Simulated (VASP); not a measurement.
The input files of a VASP run:

KPOINTS:
```
Automatic mesh
0
Gamma
9 9 9
0 0 0
```

INCAR:
```
SYSTEM = TiCo
PREC = Accurate
ENCUT = 400
EDIFF = 1E-6
NELM = 100
ALGO = Normal
LREAL = .FALSE.
LASPH = .TRUE.
ISMEAR = 1
SIGMA = 0.1
GGA = PE
LMAXMIX = 4
LWAVE = .FALSE.
LCHARG = .FALSE.
ISIF = 2
IBRION = 0
NSW = 3
TEBEG = 300
```

File POSCAR:
```
TiCo
1
    2.9900000000     0.0000000000     0.0000000000
    0.0000000000     2.9900000000     0.0000000000
    0.0000000000     0.0000000000     2.9900000000
Ti Co
1 1
Direct
  0.0000000000   0.0000000000   0.0000000000
  0.5000000000   0.5000000000   0.5000000000
```

POTCAR, in this order: Ti_sv Co (PBE.64 set). Program: vasp_std.

What VASP printed:

File standard output:
```
 POSCAR found type information on POSCAR TiCo
 POSCAR found :  2 types and       2 ions
 Reading from existing POTCAR

 -----------------------------------------------------------------------------
|                                                                             |
|     EEEEEEE  RRRRRR   RRRRRR   OOOOOOO  RRRRRR      ###     ###     ###     |
|     E        R     R  R     R  O     O  R     R     ###     ###     ###     |
|     E        R     R  R     R  O     O  R     R     ###     ###     ###     |
|     EEEEE    RRRRRR   RRRRRR   O     O  RRRRRR       #       #       #      |
|     E        R   R    R   R    O     O  R   R                               |
|     E        R    R   R    R   O     O  R    R      ###     ###     ###     |
|     EEEEEEE  R     R  R     R  OOOOOOO  R     R     ###     ###     ###     |
|                                                                             |
|     Fatal error! IBRION=0, but no entry for POTIM on file INCAR. MUST       |
|     be specified!                                                           |
|                                                                             |
|       ---->  I REFUSE TO CONTINUE WITH THIS SICK JOB ... BYE!!! <----       |
|                                                                             |
 -----------------------------------------------------------------------------
```

Q: Read the log: what went wrong, and how is it fixed?

A: The cause: molecular dynamics (IBRION = 0) was asked for without POTIM. VASP stops with an error: Fatal error! IBRION=0, but no entry for POTIM on file INCAR. MUST be specified! ----> I REFUSE TO CONTINUE WITH THIS SICK JOB ... BYE!!! <---- To mend it, set POTIM to the time step in fs (1 to 2 fs suits most solids). The plain static run on this cell (PBE GGA, plane waves, VASP's PBE PAW potentials (set 64)) converges, and its OSZICAR ends with
```
   1 F= -.15613325E+02 E0= -.15611492E+02  d E =-.549948E-02
```

The compound is TiCo in the CsCl type structure. The cell was not relaxed at this level. The run is not spin-polarised, so no magnetic state was tried.
